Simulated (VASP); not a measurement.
Method: AM05 GGA, VASP's PBE PAW potentials (set 64) (plane waves; VASP 6.6.1).

The input files of a VASP run:

### KPOINTS
```
Automatic mesh
0
Gamma
16 16 16
0 0 0
```

**POSCAR**
```
Fe
1.4350
 -1.0000000000   1.0000000000   1.0000000000
  1.0000000000  -1.0000000000   1.0000000000
  1.0000000000   1.0000000000  -1.0000000000
Fe
1
Cartesian
  0.0000000000   0.0000000000   0.0000000000
```

INCAR:
```
ALGO  =  Normal
EDIFF  =  1E-6
ENCUT  =  400
GGA  =  AM
ISIF  =  2
ISMEAR  =  1
ISPIN  =  2
LASPH  =  T
LCHARG  =  F
LMAXMIX  =  4
LORBIT  =  10
LREAL  =  F
LWAVE  =  F
MAGMOM  =  2.5
NELM  =  100
PREC  =  Accurate
SIGMA  =  0.1
SYSTEM  =  Fe
```

POTCAR, in this order: Fe (PBE.64 set). Program: vasp_std.

What VASP printed:

OSZICAR:
```
       N       E                     dE             d eps       ncg     rms          rms(c)
DAV:   1     0.108045532941E+02    0.10805E+02   -0.34952E+03  5556   0.864E+02
DAV:   2    -0.957928499028E+01   -0.20384E+02   -0.19032E+02  5256   0.115E+02
DAV:   3    -0.980040637463E+01   -0.22112E+00   -0.22024E+00  5943   0.163E+01
DAV:   4    -0.980142994867E+01   -0.10236E-02   -0.10235E-02  5783   0.102E+00
DAV:   5    -0.980143993777E+01   -0.99891E-05   -0.99894E-05  5691   0.905E-02    0.113E+01
DAV:   6    -0.872635332584E+01    0.10751E+01   -0.15242E+01  5503   0.616E+01    0.635E+00
DAV:   7    -0.863174862182E+01    0.94605E-01   -0.11484E+00  5511   0.161E+01    0.344E+00
DAV:   8    -0.862500812071E+01    0.67405E-02   -0.72891E-03  6490   0.726E-01    0.143E+00
DAV:   9    -0.861698925676E+01    0.80189E-02   -0.49774E-03  6585   0.510E-01    0.417E-01
DAV:  10    -0.861674652024E+01    0.24274E-03   -0.15533E-03  6425   0.372E-01    0.109E-01
DAV:  11    -0.861677077018E+01   -0.24250E-04   -0.40586E-05  5473   0.730E-02    0.424E-02
DAV:  12    -0.861677211744E+01   -0.13473E-05   -0.22460E-06  3081   0.221E-02    0.172E-02
DAV:  13    -0.861677415805E+01   -0.20406E-05   -0.15085E-06  2804   0.118E-02    0.542E-03
DAV:  14    -0.861677404467E+01    0.11339E-06   -0.10259E-07  2642   0.368E-03
   1 F= -.86167740E+01 E0= -.86168786E+01  d E =0.313804E-03  mag=     2.2829
```

File OUTCAR:
```
------------------------ aborting loop because EDIFF is reached ----------------------------------------
  FORCE on cell =-STRESS in cart. coord.  units (eV):
  Direction    XX          YY          ZZ          XY          YZ          ZX
  --------------------------------------------------------------------------------------
  Total       -1.2048806     -1.2048806     -1.2048806      0.0000000      0.0000000      0.0000000
  in kB     -163.3198252   -163.3198252   -163.3198252      0.0000000      0.0000000      0.0000000
  external PRESSURE =    -163.3198252 kB  Pullay stress =       0.0000000 kB
  volume of cell :       11.82
      direct lattice vectors                 reciprocal lattice vectors
    -1.435000000  1.435000000  1.435000000     0.000000000  0.348432056  0.348432056
     1.435000000 -1.435000000  1.435000000     0.348432056  0.000000000  0.348432056
     1.435000000  1.435000000 -1.435000000     0.348432056  0.348432056  0.000000000
 POSITION                                       TOTAL-FORCE (eV/Angst)
 -----------------------------------------------------------------------------------
      0.00000      0.00000      0.00000         0.000000      0.000000      0.000000
 -----------------------------------------------------------------------------------
    total drift:                                0.000000      0.000000      0.000000
  FREE ENERGIE OF THE ION-ELECTRON SYSTEM (eV)
  ---------------------------------------------------
  free  energy   TOTEN  =        -8.6167740447 eV

  energy  without entropy=       -8.6170878483  energy(sigma->0) =       -8.61687865

 total charge

# of ion       s       p       d       tot
------------------------------------------
    1        0.471   0.508   6.207   7.186

 magnetization (x)

# of ion       s       p       d       tot
------------------------------------------
    1       -0.016  -0.047   2.333   2.270
```
(Selected blocks of OUTCAR.)

The compound is Fe in the bcc structure. The cell was not relaxed at this level. The run is one of a series of settings (GGA = AM against the base run), some of them coarse on purpose.
